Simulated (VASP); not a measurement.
Data:

```
Li2O
1.0
    0.00000     2.29997     2.29997
    2.29997     0.00000     2.29997
    2.29997     2.29997     0.00000
Li O
2 1
Direct
  0.25000   0.25000   0.25000
  0.75000   0.75000   0.75000
  0.00000   0.00000   0.00000
```

Method: vdW-DF2, VASP's PBE PAW potentials (set 64) (plane waves; VASP). Settings: 520 eV cut-off, 8×8×8 Γ-centred mesh, Gaussian smearing of 0.050 eV, potentials Li_sv O.

Energy and stress use the plane-wave basis of the starting cell.

Task: The ions, cell shape and volume are relaxed. What does this cell relax into?

Result: 
```
Li2O
1.0
    0.00000     2.32127     2.32127
    2.32127     0.00000     2.32127
    2.32127     2.32127     0.00000
Li O
2 1
Direct
  0.25000   0.25000   0.25000
  0.75000   0.75000   0.75000
  0.00000   0.00000   0.00000
```
Space group Fm-3m (225), at a tolerance of 0.03 Å.

Task: How do energy and volume change from the first to the last step?

Result: The energy (σ→0) changes by -1.7 meV/atom and the volume by +2.8 %, in 3 ionic steps.

The compound is Li2O in the antifluorite structure. This run relaxes it. Symmetry was kept, so distortions that lower it aren't found.
